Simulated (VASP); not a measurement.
# PbO (Litharge): structure and properties in VASP, part 3 of 6

Aim: relax PbO (Litharge), then compute properties on the relaxed cell. The start is a cell from a database of measured crystal structures.

VASP 6.6.1, plane waves and PAW; the level of theory is named at each step.

So far, gap on the k-mesh (eV): step 2 (relaxing cell and atoms (LDA)) 1.03. The relaxed cell has a = 3.948, c = 4.872 Å (conventional setting).

The database entry behind the starting cell differs from later determinations by our own check (an axis about 0.4 % long against later determinations), so it need not match the best structure at ambient conditions.

### 5. Band structure (LDA)

Level of this step: LDA; plane waves and PAW (Pb_d, O) (VASP).

The mesh alone shows little of the dispersion and can miss band extrema, so KPOINTS_OPT adds a path through the symmetry points after the self-consistent cycle.

File INCAR:

```
SYSTEM = PbO
PREC = Accurate
ENCUT = 520
EDIFF = 1E-06
NELM = 100
ISMEAR = 0
SIGMA = 0.05
LREAL = .FALSE.
ALGO = Normal
GGA = CA
NBANDS = 34
LORBIT = 11
LWAVE = .FALSE.
LCHARG = .FALSE.
KPAR = 4
```

File POSCAR:

```
PbO
1.0
    3.9476962255      0.0000000000      0.0000000000
    0.0000000000      3.9476962255      0.0000000000
    0.0000000000      0.0000000000      4.8719423396
Pb O
2 2
Direct
    0.0000000000      0.5000000000      0.2422465217
    0.5000000000      0.0000000000      0.7577534783
    0.0000000000      0.0000000000      0.0000000000
    0.5000000000      0.5000000000      0.0000000000
```

File KPOINTS:

```
Automatic mesh
0
Gamma
6 6 5
0 0 0
```

File KPOINTS_OPT:

```
Line mode
16
Line-mode
Reciprocal
  0.00000000   0.00000000   0.00000000 GAMMA
  0.00000000   0.50000000   0.00000000 X

  0.00000000   0.50000000   0.00000000 X
  0.50000000   0.50000000   0.00000000 M

  0.50000000   0.50000000   0.00000000 M
  0.00000000   0.00000000   0.00000000 GAMMA

  0.00000000   0.00000000   0.00000000 GAMMA
  0.00000000   0.00000000   0.50000000 Z

  0.00000000   0.00000000   0.50000000 Z
  0.00000000   0.50000000   0.50000000 R

  0.00000000   0.50000000   0.50000000 R
  0.50000000   0.50000000   0.50000000 A

  0.50000000   0.50000000   0.50000000 A
  0.00000000   0.00000000   0.50000000 Z

  0.00000000   0.50000000   0.00000000 X
  0.00000000   0.50000000   0.50000000 R

  0.50000000   0.50000000   0.00000000 M
  0.50000000   0.50000000   0.50000000 A
```

The projector-augmented-wave data sets are Pb_d and O (LDA family, release 64).

Command:

```bash
> mpirun -np 4 vasp_std
```

Output:

```text
[... set-up lines as in an earlier step ...]
 entering main loop
       N       E                     dE             d eps       ncg     rms          rms(c)
DAV:   1     0.470220858486E+03    0.47022E+03   -0.18821E+04  2048   0.142E+03
DAV:   2     0.313803583935E+02   -0.43884E+03   -0.40870E+03  2104   0.403E+02
DAV:   3    -0.261200262848E+02   -0.57500E+02   -0.55835E+02  2434   0.157E+02
DAV:   4    -0.286552908461E+02   -0.25353E+01   -0.25274E+01  2512   0.343E+01
DAV:   5    -0.287415393790E+02   -0.86249E-01   -0.86231E-01  2692   0.668E+00    0.119E+01
DAV:   6    -0.246813472628E+02    0.40602E+01   -0.18639E+01  3096   0.327E+01    0.524E+00
DAV:   7    -0.244704558327E+02    0.21089E+00   -0.24612E+00  2560   0.984E+00    0.237E+00
DAV:   8    -0.244114251468E+02    0.59031E-01   -0.48049E-01  2326   0.369E+00    0.676E-01
DAV:   9    -0.244029311260E+02    0.84940E-02   -0.35826E-02  3336   0.139E+00    0.226E-01
DAV:  10    -0.244034442038E+02   -0.51308E-03   -0.86131E-03  2664   0.603E-01    0.798E-02
DAV:  11    -0.244032218772E+02    0.22233E-03   -0.12824E-03  3394   0.280E-01    0.472E-02
DAV:  12    -0.244031976592E+02    0.24218E-04   -0.13303E-04  3050   0.839E-02    0.211E-02
DAV:  13    -0.244031936650E+02    0.39942E-05   -0.38624E-05  2388   0.327E-02    0.443E-03
DAV:  14    -0.244031934507E+02    0.21431E-06   -0.16672E-06  1874   0.946E-03
   1 F= -.24403193E+02 E0= -.24403193E+02  d E =-.256078E-12
 Start KPOINTS_OPT (optional k-point list driver)
k-point batch [1-30\144]
       N       E                     dE             ncg
DAV:   1     0.740734946044E+04   -0.16556E+05     2040
DAV:   2    -0.534876402036E+04   -0.12756E+05     2096
DAV:   3    -0.692866897683E+04   -0.15799E+04     2388
DAV:   4    -0.699971331248E+04   -0.71044E+02     2486
DAV:   5    -0.700213954326E+04   -0.24262E+01     2816
DAV:   6    -0.700222123944E+04   -0.81696E-01     2708
DAV:   7    -0.700222365416E+04   -0.24147E-02     2866
DAV:   8    -0.700222366853E+04   -0.14368E-04     2458
DAV:   9    -0.700222366881E+04   -0.28295E-06     1632
[...]
k-point batch [121-144\144]
       N       E                     dE             ncg
DAV:   1     0.121634072595E+05   -0.26807E+05     1632
DAV:   2     0.209955704233E+04   -0.10064E+05     1664
DAV:   3     0.821913145586E+03   -0.12776E+04     1950
DAV:   4     0.765087109262E+03   -0.56826E+02     1992
DAV:   5     0.763143183173E+03   -0.19439E+01     2302
DAV:   6     0.763084284070E+03   -0.58899E-01     2098
DAV:   7     0.763082172788E+03   -0.21113E-02     2360
DAV:   8     0.763082160870E+03   -0.11918E-04     1914
DAV:   9     0.763082160628E+03   -0.24193E-06     1376
```

It took 29 s on 4 MPI ranks of Intel Xeon 6975P-C (Granite Rapids), shared host; peak memory 0.91 GiB; 1.9 min of CPU time.

OUTCAR, selected parts (step 5):

```text
   k-points           NKPTS =     30   k-points in BZ     NKDIM =     30   number of bands    NBANDS=     34

   NELECT =      40.0000    total number of electrons

 E-fermi :   5.5416

 k-point     1 :       0.0000    0.0000    0.0000
  band No.  band energies     occupation
    ...
     16       0.8063      2.00000
     17       3.5075      2.00000
     18       3.5337      2.00000
     19       3.5337      2.00000
     20       5.3057      2.00000
     21       7.8158      0.00000
     22      10.8689      0.00000
     23      10.8689      0.00000
     24      10.9551      0.00000
     25      12.0317      0.00000
    ...

  Total       -0.0097705     -0.0097705      0.0035371      0.0000000      0.0000000      0.0000000
  in kB       -0.2061766     -0.2061766      0.0746387      0.0000000      0.0000000      0.0000000
  external PRESSURE =      -0.1125715 kB  Pullay stress =       0.0000000 kB

 POSITION                                       TOTAL-FORCE (eV/Angst)
 -----------------------------------------------------------------------------------
      0.00000      1.97385      1.18021         0.000000      0.000000      0.005294
      1.97385      0.00000      3.69173         0.000000      0.000000     -0.005294
      0.00000      0.00000      0.00000         0.000000     -0.000000      0.000000
      1.97385      1.97385      0.00000         0.000000      0.000000      0.000000
 -----------------------------------------------------------------------------------
    total drift:                                0.000000      0.000000     -0.000000

  FREE ENERGIE OF THE ION-ELECTRON SYSTEM (eV)
  ---------------------------------------------------
  free  energy   TOTEN  =       -24.4031934507 eV

  energy  without entropy=      -24.4031934507  energy(sigma->0) =      -24.40319345

[... 10 parts as in an earlier step ...]

[... 6 further parts left out ...]
```

Spin-orbit coupling is off here; with elements this heavy it splits and shifts levels by tenths of an eV or more.

Numbers from this step:

```yaml
bands: 34
fermi_energy: 5.542 eV
pressure: -0.01126 GPa
least_gap_on_mesh_and_path: 1.006 eV
least_direct_gap_on_mesh_and_path: 2.154 eV
valence_top_at_k: 0.1, 0.1, 0
```

Electronic bands along the path, in eV, zero at the valence-band top; v1 is the highest filled band, c1 the lowest empty one:

| point | v4 | v3 | v2 | v1 | c1 | c2 | c3 | c4 |
| --- | --- | --- | --- | --- | --- | --- | --- | --- |
| Γ | -1.82 | -1.80 | -1.80 | -0.02 | 2.49 | 5.54 | 5.54 | 5.63 |
| 0.47 of the way | -2.62 | -2.16 | -2.03 | -0.15 | 3.57 | 3.58 | 5.67 | 5.83 |
| X | -3.20 | -3.20 | -1.78 | -1.78 | 3.45 | 3.45 | 6.67 | 6.67 |
| 0.53 of the way | -2.27 | -2.27 | -1.50 | -1.50 | 2.35 | 2.35 | 5.41 | 5.41 |
| M | -1.68 | -1.68 | -1.15 | -1.15 | 1.01 | 1.01 | 5.25 | 5.25 |
| 0.47 of the way | -2.99 | -2.96 | -1.36 | -0.58 | 2.78 | 3.33 | 4.77 | 5.34 |
| Γ | -1.82 | -1.80 | -1.80 | -0.02 | 2.49 | 5.54 | 5.54 | 5.63 |
| 0.47 of the way | -1.84 | -1.81 | -1.81 | -0.29 | 2.04 | 4.48 | 4.48 | 5.07 |
| Z | -1.87 | -1.83 | -1.83 | -1.00 | 1.86 | 3.79 | 3.79 | 4.14 |
| 0.53 of the way | -2.56 | -2.29 | -1.15 | -0.98 | 2.17 | 3.17 | 4.53 | 6.71 |
| R | -3.15 | -3.15 | -1.03 | -1.03 | 3.13 | 3.13 | 6.23 | 6.23 |
| 0.53 of the way | -1.79 | -1.79 | -1.63 | -1.63 | 3.52 | 3.52 | 4.45 | 4.45 |
| A | -2.38 | -2.38 | -1.15 | -1.15 | 3.39 | 3.39 | 4.92 | 4.92 |
| 0.47 of the way | -2.79 | -1.71 | -1.36 | -1.16 | 2.48 | 3.57 | 4.00 | 6.08 |
| Z | -1.87 | -1.83 | -1.83 | -1.00 | 1.86 | 3.79 | 3.79 | 4.14 |
| jump to X | -3.20 | -3.20 | -1.78 | -1.78 | 3.45 | 3.45 | 6.67 | 6.67 |
| 0.47 of the way | -3.18 | -3.18 | -1.39 | -1.39 | 3.30 | 3.30 | 6.46 | 6.46 |
| R | -3.15 | -3.15 | -1.03 | -1.03 | 3.13 | 3.13 | 6.23 | 6.23 |
| jump to M | -1.68 | -1.68 | -1.15 | -1.15 | 1.01 | 1.01 | 5.25 | 5.25 |
| 0.47 of the way | -2.01 | -2.01 | -1.15 | -1.15 | 1.80 | 1.80 | 5.53 | 5.53 |
| A | -2.38 | -2.38 | -1.15 | -1.15 | 3.39 | 3.39 | 4.92 | 4.92 |

Of the projections kept (Pb, O), the largest for each band there; the rest of the weight can lie on other orbitals:

| point | v4 | v3 | v2 | v1 | c1 | c2 | c3 | c4 |
| --- | --- | --- | --- | --- | --- | --- | --- | --- |
| Γ | O 0.93 | O 0.90 | O 0.90 | O 0.59 | Pb 0.81 | Pb 0.65 | Pb 0.65 | Pb 0.94 |
| X | O 0.80 | O 0.80 | O 0.60 | O 0.60 | Pb 0.58 | Pb 0.58 | Pb 0.77 | Pb 0.77 |
| M | Pb 0.58 | Pb 0.58 | O 0.97 | O 0.97 | Pb 0.83 | Pb 0.83 | Pb 0.88 | Pb 0.88 |
| Γ | O 0.93 | O 0.90 | O 0.90 | O 0.59 | Pb 0.81 | Pb 0.65 | Pb 0.65 | Pb 0.94 |
| Z | O 0.92 | O 0.89 | O 0.89 | O 0.78 | Pb 0.92 | Pb 0.92 | Pb 0.92 | Pb 0.87 |
| R | O 0.81 | O 0.81 | O 0.69 | O 0.69 | O 0.59 | O 0.59 | Pb 0.84 | Pb 0.84 |

The path lowers the gap by 0.02 eV against the mesh alone, so a band edge lies off the mesh.

### 6. Density of states (LDA)

Here the states are counted by energy and projected on the atoms. The mesh is finer than in the run before.

Changes to INCAR since step 5:

```diff
@@ -5,3 +5,3 @@
 NELM = 100
-ISMEAR = 0
+ISMEAR = -5
 SIGMA = 0.05
@@ -15 +15,2 @@
 KPAR = 4
+NEDOS = 2001
```

POSCAR is that of step 5.

File KPOINTS:

```
Automatic mesh
0
Gamma
8 8 7
0 0 0
```

Command:

```bash
> mpirun -np 4 vasp_std
```

Output:

```text
[... set-up lines as in an earlier step ...]
 entering main loop
       N       E                     dE             d eps       ncg     rms          rms(c)
DAV:   1     0.470181545192E+03    0.47018E+03   -0.18732E+04  4082   0.142E+03
DAV:   2     0.315813833988E+02   -0.43860E+03   -0.40927E+03  4200   0.402E+02
DAV:   3    -0.260842482790E+02   -0.57666E+02   -0.56050E+02  4764   0.157E+02
DAV:   4    -0.286556540307E+02   -0.25714E+01   -0.25620E+01  5054   0.344E+01
DAV:   5    -0.287417881318E+02   -0.86134E-01   -0.86110E-01  5428   0.671E+00    0.119E+01
DAV:   6    -0.246813863884E+02    0.40604E+01   -0.18867E+01  6244   0.327E+01    0.524E+00
DAV:   7    -0.244705871755E+02    0.21080E+00   -0.24815E+00  5100   0.984E+00    0.237E+00
DAV:   8    -0.244113436001E+02    0.59244E-01   -0.47724E-01  4694   0.367E+00    0.664E-01
DAV:   9    -0.244030501778E+02    0.82934E-02   -0.35554E-02  6612   0.137E+00    0.225E-01
DAV:  10    -0.244035634770E+02   -0.51330E-03   -0.85597E-03  5258   0.599E-01    0.795E-02
DAV:  11    -0.244033452056E+02    0.21827E-03   -0.13002E-03  6942   0.279E-01    0.473E-02
DAV:  12    -0.244033211744E+02    0.24031E-04   -0.12911E-04  6100   0.823E-02    0.221E-02
DAV:  13    -0.244033165424E+02    0.46320E-05   -0.39049E-05  4758   0.329E-02    0.392E-03
DAV:  14    -0.244033164063E+02    0.13607E-06   -0.14583E-06  3494   0.945E-03
   1 F= -.24403316E+02 E0= -.24403316E+02  d E =0.000000E+00
```

Wall time 17 s (4 MPI ranks); peak memory 0.95 GiB.

Parts of OUTCAR (step 6):

```text
   k-points           NKPTS =     60   k-points in BZ     NKDIM =     60   number of bands    NBANDS=     34

   NELECT =      40.0000    total number of electrons

 E-fermi :   5.3360

 k-point     1 :       0.0000    0.0000    0.0000
  band No.  band energies     occupation
    ...
     16       0.8060      2.00000
     17       3.5072      2.00000
     18       3.5334      2.00000
     19       3.5334      2.00000
     20       5.3055      2.00000
     21       7.8157      0.00000
     22      10.8689      0.00000
     23      10.8689      0.00000
     24      10.9551      0.00000
     25      12.0317      0.00000
    ...

  Total       -0.0093367     -0.0093367      0.0038165      0.0000000      0.0000000      0.0000000
  in kB       -0.1970220     -0.1970220      0.0805346      0.0000000      0.0000000      0.0000000
  external PRESSURE =      -0.1045032 kB  Pullay stress =       0.0000000 kB

 POSITION                                       TOTAL-FORCE (eV/Angst)
 -----------------------------------------------------------------------------------
      0.00000      1.97385      1.18021         0.000000     -0.000000      0.006555
      1.97385      0.00000      3.69173        -0.000000     -0.000000     -0.006555
      0.00000      0.00000      0.00000         0.000000     -0.000000      0.000000
      1.97385      1.97385      0.00000         0.000000      0.000000      0.000000
 -----------------------------------------------------------------------------------
    total drift:                                0.000000      0.000000     -0.000000

  FREE ENERGIE OF THE ION-ELECTRON SYSTEM (eV)
  ---------------------------------------------------
  free  energy   TOTEN  =       -24.4033164063 eV

  energy  without entropy=      -24.4033164063  energy(sigma->0) =      -24.40331641

[... 8 parts as in an earlier step ...]

[... 8 further parts left out ...]
```

This step gave:

```yaml
irreducible_k_points: 60
fermi_energy: 5.336 eV
pressure: -0.01045 GPa
valence_top_at_k: 0.125, 0, 0
gap_on_the_k_mesh: 1.007 eV
```

The density of states has structure finer than the step of the table below, so its rows give means over 0.5 eV, whole bins alone (the curve runs from -12.0 to 7.89 eV). Peaks (eV: height): total -4.44: 3.94, -1.88: 4.01, -1.48: 5.83, 7.09: 3.71; O p -4.44: 1.73, -3.64: 1.65, -1.48: 3.36, 3.25: 0.677; Pb p 3.25: 0.686, 5.97: 0.756, 7.09: 1.52, 7.74: 1.32; Pb s -8.28: 1.85, -1.40: 0.431, 3.57: 0.365; O s -6.76: 0.0852, 2.77: 0.0992, 5.57: 0.0431, 7.09: 0.0605.

States under -12.0 eV and over 7.9 eV are left out. The density of states by energy, zero at the valence-band top; means over each step; values in states/eV/cell:

| energy (eV) | total | O p | Pb p | Pb s | O s |
| --- | --- | --- | --- | --- | --- |
| -9.5 | 0 | 0 | 0 | 0 | 0 |
| -9.0 | 0.0597 | 0.00596 | 3.7e-4 | 0.0312 | 1.4e-4 |
| -8.5 | 1.34 | 0.199 | 0.00997 | 0.698 | 0.00959 |
| -8.0 | 2.63 | 0.418 | 0.0202 | 1.37 | 0.0510 |
| -7.5 | 1.59 | 0.245 | 0.0125 | 0.823 | 0.0697 |
| -7.0 | 0.985 | 0.127 | 0.0126 | 0.499 | 0.0753 |
| -6.5 | 0.664 | 0.0761 | 0.0141 | 0.332 | 0.0590 |
| -6.0 | 0.357 | 0.0452 | 0.00932 | 0.179 | 0.0327 |
| -5.5 | 0.205 | 0.0268 | 0.00630 | 0.102 | 0.0200 |
| -5.0 | 0.566 | 0.198 | 0.0736 | 0.0562 | 0.0123 |
| -4.5 | 2.57 | 1.10 | 0.341 | 0.0694 | 0.0217 |
| -4.0 | 2.73 | 1.28 | 0.345 | 0.0271 | 0.0139 |
| -3.5 | 2.19 | 1.10 | 0.256 | 0.00780 | 0.0119 |
| -3.0 | 1.84 | 0.999 | 0.176 | 0.0101 | 0.0127 |
| -2.5 | 3.06 | 1.66 | 0.294 | 0.0716 | 0.0179 |
| -2.0 | 3.57 | 1.87 | 0.319 | 0.236 | 0.0143 |
| -1.5 | 4.35 | 2.51 | 0.297 | 0.271 | 0.00463 |
| -1.0 | 2.05 | 0.992 | 0.186 | 0.246 | 0.00197 |
| -0.5 | 0.836 | 0.377 | 0.0641 | 0.154 | 0.00171 |
| 0.0 | 0.284 | 0.129 | 0.0109 | 0.0680 | 4.7e-4 |
| 0.5 | 0 | 0 | 0 | 0 | 0 |
| 1.0 | 0.00576 | 2.7e-4 | 0.00151 | 1.2e-4 | 3.1e-4 |
| 1.5 | 0.141 | 0.00942 | 0.0362 | 0.00361 | 0.00698 |
| 2.0 | 0.446 | 0.0422 | 0.108 | 0.0265 | 0.0175 |
| 2.5 | 1.74 | 0.228 | 0.410 | 0.111 | 0.0729 |
| 3.0 | 2.89 | 0.499 | 0.607 | 0.245 | 0.0807 |
| 3.5 | 2.45 | 0.508 | 0.463 | 0.290 | 0.0412 |
| 4.0 | 0.928 | 0.136 | 0.249 | 0.0436 | 0.00936 |
| 4.5 | 1.20 | 0.189 | 0.322 | 0.0406 | 0.0182 |
| 5.0 | 1.52 | 0.235 | 0.408 | 0.0577 | 0.0232 |
| 5.5 | 2.00 | 0.256 | 0.611 | 0.0755 | 0.0360 |
| 6.0 | 1.72 | 0.175 | 0.677 | 0.0244 | 0.0313 |
| 6.5 | 1.35 | 0.152 | 0.528 | 0.0172 | 0.0219 |
| 7.0 | 2.65 | 0.393 | 1.07 | 0.0202 | 0.0420 |
| 7.5 | 3.15 | 0.525 | 1.28 | 0.0243 | 0.0299 |

The gap on this mesh is 1.01 eV. In the top eV of the valence band the largest shares in the PAW spheres are O p 46 %, Pb s 17 % and Pb p 8 %; in the lowest eV of the conduction band, Pb p 25 % and O p 8 %. The rest lies in smaller channels or between the spheres.

(Continued in part 4 of 6.)

[Lines on the potential files, build, host, timing and source positions are cut from VASP's logs without a mark.]

[Logs are printed without paths, hosts, clocks, repeated set-up lines and the standing remarks that a program may print on its own settings, such as how far it seeks lower states.]

[Hosts, paths, dates, database ids (printed as entryN), source tags and the programs' standing remarks are cut or masked in the printed files.]

[A measured line is paired with the nearest computed mode of its activity, which favours agreement.]
